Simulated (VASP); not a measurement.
Input of a VASP 6.6.1 run:

INCAR

```
PREC = Accurate
ENCUT = 600
EDIFF = 1E-6
ISMEAR = 0
SIGMA = 0.05
LREAL = False
LASPH = True
NELM = 80
ALGO = Normal
ISIF = 3
LWAVE = False
LCHARG = False
METAGGA = R2SCAN
LMIXTAU = True
IBRION = 2
NSW = 40
EDIFFG = -0.01
```

File KPOINTS:

```
regular mesh
0
Gamma
  9 9 4
```

File POSCAR:

```
Mg2PbN2
1.0
    3.6268635271      0.0000000000      0.0000000000
   -1.8134317635      3.1409559505      0.0000000000
    0.0000000000      0.0000000000      6.5658920000
Pb Mg N
1 2 2
Direct
    0.0000000000      0.0000000000      0.5000000000
    0.3333333333      0.6666666667      0.8612240000
    0.6666666667      0.3333333333      0.1387760000
    0.3333333333      0.6666666667      0.2025450000
    0.6666666667      0.3333333333      0.7974550000
```

Potentials or basis: VASP PAW PBE potentials, release 64 (Pb_d, Mg, N).

Launch:

```bash
$ cat potpaw_PBE.64/Pb_d/POTCAR potpaw_PBE.64/Mg/POTCAR potpaw_PBE.64/N/POTCAR > POTCAR
$ mpirun -np 1 vasp_std > vasp.out
```

Problem. What does it give for the relaxed volume?

Solution. 14.50 Å³/atom.

Problem. What does it give for the space group after relaxing (to 0.05 Å)?

Solution. P-3m1 (No. 164).

Problem. What does it give for the relaxed cell?

Solution. a = 3.590 Å, b = 3.590 Å, c = 6.496 Å, α = 90.00°, β = 90.00°, γ = 120.00°.

Forces on the atoms (eV/Å):
```
Pb   0.000  0.000  0.000
Mg   0.000  0.000 -0.007
Mg   0.000  0.000  0.007
N    0.000  0.000 -0.004
N    0.000  0.000  0.004
```

Caveat: the PAW data sets were made with another functional, which shifts forces and pressure a little.
